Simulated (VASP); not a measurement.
OSZICAR of a VASP run on KBr (rock salt):

OSZICAR:
```
       N       E                     dE             d eps       ncg     rms          rms(c)
DAV:   1     0.108834470823E+03    0.10883E+03   -0.69520E+03   384   0.117E+03
DAV:   2     0.413371407474E+01   -0.10470E+03   -0.96259E+02   452   0.268E+02
DAV:   3    -0.240420019856E+01   -0.65379E+01   -0.64910E+01   492   0.621E+01
DAV:   4    -0.265044712086E+01   -0.24625E+00   -0.24601E+00   676   0.109E+01
DAV:   5    -0.265195747191E+01   -0.15104E-02   -0.15103E-02   488   0.906E-01    0.376E+00
DAV:   6    -0.245538603269E+01    0.19657E+00   -0.32379E-01   456   0.290E+00    0.267E+00
DAV:   7    -0.243545147172E+01    0.19935E-01   -0.13677E-01   468   0.217E+00    0.115E+00
DAV:   8    -0.243998377660E+01   -0.45323E-02   -0.14122E-02   564   0.103E+00    0.117E-01
DAV:   9    -0.244020900907E+01   -0.22523E-03   -0.39894E-04   488   0.143E-01    0.745E-02
DAV:  10    -0.244043771588E+01   -0.22871E-03   -0.22137E-04   440   0.139E-01    0.108E-02
DAV:  11    -0.244043885181E+01   -0.11359E-05   -0.78110E-06   564   0.202E-02    0.320E-03
DAV:  12    -0.244043932290E+01   -0.47109E-06   -0.12044E-06   420   0.952E-03
   1 F= -.24404393E+01 E0= -.24404393E+01  d E =-.244044E+01
       N       E                     dE             d eps       ncg     rms          rms(c)
DAV:   1    -0.244771764320E+01   -0.72788E-02   -0.14654E-01   464   0.378E+00    0.533E-01
DAV:   2    -0.244236406808E+01    0.53536E-02   -0.12481E-02   480   0.104E+00    0.198E-01
DAV:   3    -0.244108327040E+01    0.12808E-02   -0.39714E-03   644   0.523E-01    0.170E-01
DAV:   4    -0.244112069402E+01   -0.37424E-04   -0.16454E-04   720   0.717E-02    0.631E-02
DAV:   5    -0.244113478410E+01   -0.14090E-04   -0.11469E-04   720   0.647E-02    0.113E-02
DAV:   6    -0.244113350359E+01    0.12805E-05   -0.21315E-06   452   0.158E-02    0.516E-03
DAV:   7    -0.244113359314E+01   -0.89551E-07   -0.37150E-07   304   0.425E-03
   2 F= -.24411336E+01 E0= -.24411336E+01  d E =-.694270E-03
       N       E                     dE             d eps       ncg     rms          rms(c)
DAV:   1    -0.244371643520E+01   -0.25829E-02   -0.53412E-02   456   0.228E+00    0.324E-01
DAV:   2    -0.244176849304E+01    0.19479E-02   -0.45617E-03   488   0.626E-01    0.120E-01
DAV:   3    -0.244129969051E+01    0.46880E-03   -0.14263E-03   632   0.315E-01    0.104E-01
DAV:   4    -0.244131492731E+01   -0.15237E-04   -0.72872E-05   712   0.441E-02    0.380E-02
DAV:   5    -0.244132161006E+01   -0.66828E-05   -0.41954E-05   724   0.391E-02    0.704E-03
DAV:   6    -0.244132101841E+01    0.59166E-06   -0.66960E-07   328   0.945E-03
   3 F= -.24413210E+01 E0= -.24413210E+01  d E =-.881696E-03
```

Which electronic solver shows in the log?

It is blocked Davidson (ALGO = Normal, or the opening steps of other solvers). The INCAR had ALGO = Normal.

Can the final energy be trusted as converged?

Self-consistency was reached. It stopped with EDIFF = 1E-6, NELM = 100, NSW = 60 and EDIFFG = -0.01 after 3 ionic steps (optB88-vdW, plane waves, VASP's PBE PAW potentials (set 64)).

The compound is KBr in the rock salt structure. This run relaxes it. Symmetry was kept, so distortions that lower it aren't found.
